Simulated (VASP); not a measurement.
# GeW (Fm-3m) in VASP: notebook

The runs below take GeW through core levels, phonons, elastic constants, with LDA.

Program: VASP 6.6.1. These are calculated values, not measurements. Logs are shortened: lines on timing, memory, paths and dates and some standing lists are left out, and cuts for length are marked.

### 1 The structure

Symmetry: Fm-3m, No. 225, cubic system. Conventional cell: a = 5.155 Å, b = 5.155 Å, c = 5.155 Å, α = 90.00°, β = 90.00°, γ = 90.00°. Ge (site symmetry m-3m) has 6 W at 2.58 Å as nearest neighbours. W (site symmetry m-3m) is surrounded by 6 Ge at 2.58 Å.

The cell was built by a generator and needn't be a form met in nature.

### 2 Core levels, LDA

Contents of INCAR:

```
SYSTEM = GeW
  PREC = Accurate
  ENCUT = 520
  EDIFF = 1E-7
  ISMEAR = 0
  SIGMA = 0.02
  LREAL = .False.
  LASPH = .True.
  NELM = 60
  ALGO = Normal
  ISIF = 2
  LWAVE = .False.
  LCHARG = .False.
  GGA = CA
  ICORELEVEL = 1
```

Contents of KPOINTS:

```
Automatic mesh
0
Gamma
  9 9 9
  0 0 0
```

Contents of POSCAR:

```
GeW
1.0
    0.0000000000      2.5776100000      2.5776100000
    2.5776100000      0.0000000000      2.5776100000
    2.5776100000      2.5776100000      0.0000000000
Ge W
1 1
Direct
    0.5000000000      0.5000000000      0.5000000000
    0.0000000000      0.0000000000      0.0000000000
```

Potentials or basis: VASP PAW LDA potentials, release 64 (Ge_d, W_sv).

The run is started by

```
> cat potpaw_LDA.64/Ge_d/POTCAR potpaw_LDA.64/W_sv/POTCAR > POTCAR
> mpirun -np 1 vasp_std > vasp.out
```

OUTCAR:

```text
SYSTEM = GeW
   PREC = Accurate
   ENCUT = 520
   EDIFF = 1E-7
   ISMEAR = 0
   LREAL = .False.
   LASPH = .True.
   NELM = 60
   ISIF = 2
   GGA = CA

 ion  position               nearest neighbor table
   1  0.500  0.500  0.500-   2 2.58   2 2.58   2 2.58   2 2.58   2 2.58   2 2.58
   2  0.000  0.000  0.000-   1 2.58   1 2.58   1 2.58   1 2.58   1 2.58   1 2.58

  LATTYP: Found a face centered cubic cell.
 ALAT       =     5.1552200000

  Lattice vectors:

 A1 = (   0.0000000000,   2.5776100000,   2.5776100000)
 A2 = (   2.5776100000,   0.0000000000,   2.5776100000)
 A3 = (   2.5776100000,   2.5776100000,   0.0000000000)

Analysis of symmetry for initial positions (statically):
=====================================================================
 Subroutine PRICEL returns:
 Original cell was already a primitive cell.

 Routine SETGRP: Setting up the symmetry group for a
 face centered cubic supercell.

 Subroutine GETGRP returns: Found 48 space group operations
 (whereof 48 operations were pure point group operations)
 out of a pool of 48 trial point group operations.

The static configuration has the point symmetry O_h .

Analysis of symmetry for dynamics (positions and initial velocities):
=====================================================================
 Subroutine PRICEL returns:
 Original cell was already a primitive cell.

 Routine SETGRP: Setting up the symmetry group for a
 face centered cubic supercell.

 Subroutine GETGRP returns: Found 48 space group operations
 (whereof 48 operations were pure point group operations)
 out of a pool of 48 trial point group operations.

The dynamic configuration has the point symmetry O_h .

 Subroutine INISYM returns: Found 48 space group operations
 (whereof 48 operations are pure point group operations),
 and found     1 'primitive' translations

----------------------------------------------------------------------------------------

                                     Primitive cell

  volume of cell :      34.2517

  direct lattice vectors                    reciprocal lattice vectors
     0.000000000  2.577610000  2.577610000    -0.193978143  0.193978143  0.193978143
     2.577610000  0.000000000  2.577610000     0.193978143 -0.193978143  0.193978143
     2.577610000  2.577610000  0.000000000     0.193978143  0.193978143 -0.193978143

  length of vectors
     3.645291021  3.645291021  3.645291021     0.335979998  0.335979998  0.335979998

  position of ions in fractional coordinates (direct lattice)
     0.500000000  0.500000000  0.500000000
     0.000000000  0.000000000  0.000000000

  ion indices of the primitive-cell ions
   primitive index   ion index
                 1           1
                 2           2

----------------------------------------------------------------------------------------

 KPOINTS: Automatic mesh

Automatic generation of k-mesh.
 Grid dimensions read from file:
 generate k-points for:    9    9    9

 Generating k-lattice:

  Cartesian coordinates                     Fractional coordinates (reciprocal lattice)
    -0.021553127  0.021553127  0.021553127     0.111111111  0.000000000  0.000000000
     0.021553127 -0.021553127  0.021553127     0.000000000  0.111111111  0.000000000
     0.021553127  0.021553127 -0.021553127     0.000000000  0.000000000  0.111111111

  Length of vectors
     0.037331111  0.037331111  0.037331111

  Shift w.r.t. Gamma in fractional coordinates (k-lattice)
     0.000000000  0.000000000  0.000000000

 Subroutine IBZKPT returns following result:
 ===========================================

 Found     35 irreducible k-points:

 Following reciprocal coordinates:
            Coordinates               Weight
  0.000000  0.000000  0.000000      1.000000
  0.111111  0.000000  0.000000      8.000000
  0.222222  0.000000  0.000000      8.000000
  0.333333  0.000000  0.000000      8.000000
  0.444444  0.000000  0.000000      8.000000
  0.111111  0.111111  0.000000      6.000000
[... 16 lines left out ...]
 -0.333333  0.333333  0.000000     12.000000
  0.444444  0.444444  0.000000      6.000000
 [... further k-points ...]
   k-points           NKPTS =     35   k-points in BZ     NKDIM =     35   number of bands    NBANDS=     18
   number of dos      NEDOS =    301   number of ions     NIONS =      2
   total plane-waves  NPLWV =  21952
   dimension x,y,z NGX =    28 NGY =   28 NGZ =   28
   dimension x,y,z NGXF=    56 NGYF=   56 NGZF=   56
   ions per type =               1   1
   NGX,Y,Z   is equivalent  to a cutoff of  12.77, 12.77, 12.77 a.u.
   NGXF,Y,Z  is equivalent  to a cutoff of  25.54, 25.54, 25.54 a.u.
 SYSTEM =  GeW
   PREC   = accura    normal or accurate (medium, high low for compatibility)
   ISTART =      0    job   : 0-new  1-cont  2-samecut
   ICHARG =      2    charge: 1-file 2-atom 10-const
   ISPIN  =      1    spin polarized calculation?
   LNONCOLLINEAR =      F non collinear calculations
   LSORBIT =      F    spin-orbit coupling
   LASPH  =      T    aspherical Exc in radial PAW
   ENCUT  =  520.0 eV  38.22 Ry    6.18 a.u.   6.78  6.78  6.78*2*pi/ulx,y,z
   NELM   =     60;   NELMIN=  2; NELMDL= -5     # of ELM steps
   EDIFF  = 0.1E-06   stopping-criterion for ELM
   LREAL  =      F    real-space projection
   EDIFFG = 0.1E-05   stopping-criterion for IOM
   NSW    =      0    number of steps for IOM
   IBRION =     -1    ionic relax: 0-MD 1-quasi-New 2-CG
   NFREE  =      0    steps in history (QN), initial steepest desc. (CG)
   ISIF   =      2    stress and relaxation
   ISYM   =      2    0-nonsym 1-usesym 2-fastsym
   POTIM  = 0.5000    time-step for ionic-motion
   TEBEG  =    0.0;   TEEND  =   0.0 temperature during run
   PSTRESS=    0.0 pullay stress
   NELECT =      28.0000    total number of electrons
   NUPDOWN=      -1.0000    fix difference up-down
   EMIN   =  10.00;   EMAX   =-10.00  energy-range for DOS
   EFERMI =   0.00;   METHOD = LEGACY
   ISMEAR =     0;   SIGMA  =   0.02  broadening in eV -4-tet -1-fermi 0-gaus
   EFERMI_NEDOS =   21; number of points for ismear=-14 and -15
   IALGO  =     38    algorithm
   IMIX   =      4    mixing-type and parameters
     AMIX     =   0.40;   BMIX     =  1.00
     AMIX_MAG =   1.60;   BMIX_MAG =  1.00
  volume/ion in A,a.u.               =      17.13       115.57
  Fermi-wavevector in a.u.,A,eV,Ry     =   1.530736  2.892672 31.880529  2.343153
  Thomas-Fermi vector in A             =   2.638178
   LORBIT       =      0    0 simple, 1 ext, 2 COOP (PROOUT), +10 PAW based schemes
   GGA     = CA    functional components
   LHFCALC =     F    Hartree Fock is set to
   AEXX    =    0.0000 exact exchange contribution
   IVDW    =     0    specifies the selected vdW correction
   LEPSILON=     F    determine dielectric tensor
   LRPA    =     F    only Hartree local field effects (RPA)
 non-spin polarized calculation
 Gauss-broadening in eV      SIGMA  =   0.02
  energy-cutoff  :      520.00
  volume of cell :       34.25
 maximum number of plane-waves:       944
   NGX = 13   NGY = 13   NGZ = 13

 number of electron      27.9999991 magnetization

 Free energy of the ion-electron system (eV)
  ---------------------------------------------------
  ext. energy  EPLUGINS =         0.00000000
  ---------------------------------------------------
  free energy    TOTEN  =       -17.64464348 eV

  energy without entropy =      -17.64386225  energy(sigma->0) =      -17.64425286

 the core state eigenenergies are
   1-  1s -10890.8116  2s  -1351.9047  2p  -1182.0033  3s   -153.2641  3p   -101.1887

   2-  1s -68977.8151  2s -11907.2456  2p -10427.6998  3s  -2733.0844  3p  -2293.9856
       3d  -1787.1052  4s   -552.2646  4p   -407.8714  4d   -224.3693  4f    -20.1947

 E-fermi :   8.8087     XC(G=0): -12.6605

 val. band max:        8.7924306286   @ k =  -0.3333   0.3333   0.1111
 cond. band min:       8.8186740388   @ k =   0.3333   0.1111   0.0000
 fundamental gap:      0.0262434102
 Fermi energy:         8.8086973289

 k-point     1 :       0.0000    0.0000    0.0000
  band No.  band energies     occupation
      1     -65.2326      2.00000
      2     -29.6620      2.00000
      3     -29.6620      2.00000
      4     -29.6620      2.00000
      5     -15.6855      2.00000
      6     -15.6855      2.00000
[... 10 lines left out ...]
     17      11.2515      0.00000
     18      11.2515      0.00000

 k-point     2 :       0.1111    0.0000    0.0000
  band No.  band energies     occupation
      1     -65.2322      2.00000
      2     -29.6743      2.00000
      3     -29.6642      2.00000
      4     -29.6642      2.00000
      5     -15.6810      2.00000
      6     -15.6810      2.00000
[... 10 lines left out ...]
     17      12.1152      0.00000
     18      12.1152      0.00000

 k-point     3 :       0.2222    0.0000    0.0000
  band No.  band energies     occupation
      1     -65.2312      2.00000
      2     -29.7053      2.00000
      3     -29.6699      2.00000
      4     -29.6699      2.00000
      5     -15.6698      2.00000
      6     -15.6698      2.00000
[... 10 lines left out ...]
     17      13.8431      0.00000
     18      13.8431      0.00000

 k-point     4 :       0.3333    0.0000    0.0000
  band No.  band energies     occupation
      1     -65.2301      2.00000
      2     -29.7402      2.00000
      3     -29.6763      2.00000
      4     -29.6763      2.00000
      5     -15.6571      2.00000
      6     -15.6571      2.00000
[... 10 lines left out ...]
     17      15.0837      0.00000
     18      15.6200      0.00000

 k-point     5 :       0.4444    0.0000    0.0000
  band No.  band energies     occupation
      1     -65.2293      2.00000
      2     -29.7629      2.00000
      3     -29.6805      2.00000
      4     -29.6805      2.00000
      5     -15.6490      2.00000
      6     -15.6490      2.00000
[... 10 lines left out ...]
     17      13.7128      0.00000
     18      16.5068      0.00000

 k-point     6 :       0.1111    0.1111    0.0000
  band No.  band energies     occupation
      1     -65.2321      2.00000
      2     -29.6751      2.00000
      3     -29.6665      2.00000
      4     -29.6665      2.00000
      5     -15.6841      2.00000
      6     -15.6762      2.00000
[... 10 lines left out ...]
     17      11.5398      0.00000
     18      11.8679      0.00000

 k-point     7 :       0.2222    0.1111    0.0000
  band No.  band energies     occupation
      1     -65.2313      2.00000
      2     -29.6977      2.00000
      3     -29.6721      2.00000
      4     -29.6712      2.00000
      5     -15.6786      2.00000
      6     -15.6667      2.00000
[... 10 lines left out ...]
     17      12.3648      0.00000
     18      13.5509      0.00000

 k-point     8 :       0.3333    0.1111    0.0000
  band No.  band energies     occupation
      1     -65.2302      2.00000
      2     -29.7293      2.00000
      3     -29.6785      2.00000
      4     -29.6782      2.00000
      5     -15.6672      2.00000
      6     -15.6570      2.00000
[... 10 lines left out ...]
     17      13.6076      0.00000
     18      15.0743      0.00000
[... 229 lines left out ...]
     17      11.9029      0.00000
     18      15.7212      0.00000

 k-point    20 :       0.3333    0.3333    0.0000
  band No.  band energies     occupation
      1     -65.2293      2.00000
      2     -29.7350      2.00000
      3     -29.6905      2.00000
      4     -29.6905      2.00000
      5     -15.6768      2.00000
      6     -15.6663      2.00000
[... 10 lines left out ...]
     17      11.2648      0.00000
     18      13.1445      0.00000

 k-point    21 :       0.4444    0.3333    0.0000
  band No.  band energies     occupation
      1     -65.2287      2.00000
      2     -29.7446      2.00000
      3     -29.6994      2.00000
      4     -29.6946      2.00000
      5     -15.6717      2.00000
      6     -15.6711      2.00000
[... 10 lines left out ...]
     17      11.0775      0.00000
     18      12.5098      0.00000

 k-point    22 :      -0.4444    0.3333    0.0000
  band No.  band energies     occupation
      1     -65.2284      2.00000
      2     -29.7432      2.00000
      3     -29.7150      2.00000
      4     -29.6946      2.00000
      5     -15.6730      2.00000
      6     -15.6622      2.00000
[... 10 lines left out ...]
     17      11.7899      0.00000
     18      12.0011      0.00000

 k-point    23 :      -0.3333    0.3333    0.0000
  band No.  band energies     occupation
      1     -65.2285      2.00000
      2     -29.7330      2.00000
      3     -29.7281      2.00000
      4     -29.6904      2.00000
      5     -15.6713      2.00000
      6     -15.6525      2.00000
[... 10 lines left out ...]
     17      11.0030      0.00000
     18      13.7502      0.00000

 k-point    24 :       0.4444    0.4444    0.0000
  band No.  band energies     occupation
      1     -65.2284      2.00000
      2     -29.7517      2.00000
      3     -29.6987      2.00000
      4     -29.6987      2.00000
      5     -15.6784      2.00000
      6     -15.6742      2.00000
[... 10 lines left out ...]
     17      10.2176      0.00000
     18      10.8036      0.00000

 [... further k-points ...]

------------------------ aborting loop because EDIFF is reached ----------------------------------------

  FORCE on cell =-STRESS in cart. coord.  units (eV):
  Direction    XX          YY          ZZ          XY          YZ          ZX
  --------------------------------------------------------------------------------------
  -------------------------------------------------------------------------------------
  Total       -1.8787633     -1.8787633     -1.8787633      0.0000000     -0.0000000     -0.0000000
  in kB      -87.8822217    -87.8822217    -87.8822217      0.0000000     -0.0000000     -0.0000000
  external PRESSURE =     -87.8822217 kB  Pullay stress =       0.0000000 kB

 VOLUME and BASIS-vectors are now :
 -----------------------------------------------------------------------------
  energy-cutoff  :      520.00
  volume of cell :       34.25
      direct lattice vectors                 reciprocal lattice vectors
     0.000000000  2.577610000  2.577610000    -0.193978143  0.193978143  0.193978143
     2.577610000  0.000000000  2.577610000     0.193978143 -0.193978143  0.193978143
     2.577610000  2.577610000  0.000000000     0.193978143  0.193978143 -0.193978143

 POSITION                                       TOTAL-FORCE (eV/Angst)
 -----------------------------------------------------------------------------------
      2.57761      2.57761      2.57761        -0.000000      0.000000     -0.000000
      0.00000      0.00000      0.00000         0.000000     -0.000000      0.000000
 -----------------------------------------------------------------------------------
    total drift:                                0.000000      0.000000      0.000000

  FREE ENERGIE OF THE ION-ELECTRON SYSTEM (eV)
  ---------------------------------------------------
  free  energy   TOTEN  =       -17.6446434810 eV

  energy  without entropy=      -17.6438622451  energy(sigma->0) =      -17.64425286
```

Run time: 12 s. Hardware: 1 thread of AMD EPYC 9R45 (Zen 5), shared host; peak memory 0.12 GiB.

Results:

```
Free energy            : -17.6446 eV
Pressure               : -8.8 GPa
Band gap on the k mesh : none (metal or under the smearing width)
```

Levels at points of the mesh, in eV from the Fermi level:
| k point | band 11 | band 12 | band 13 | band 14 | band 15 | band 16 | band 17 | band 18 |
| --- | --- | --- | --- | --- | --- | --- | --- | --- |
| (0.00, 0.00, 0.00) | -1.59 | -1.59 | -1.59 | -0.84 | -0.84 | 2.44 | 2.44 | 2.44 |

Core levels (eV, on the scale of the bands):
| atom | levels |
| --- | --- |
| 1 Ge | 1s -10890.8, 2s -1351.9, 2p -1182.0, 3s -153.3, 3p -101.2 |
| 2 W | 1s -68977.8, 2s -11907.2, 2p -10427.7, 3s -2733.1, 3p -2294.0, 3d -1787.1, 4s -552.3, 4p -407.9, 4d -224.4, 4f -20.2 |

(Continued in part 2 of 2.)
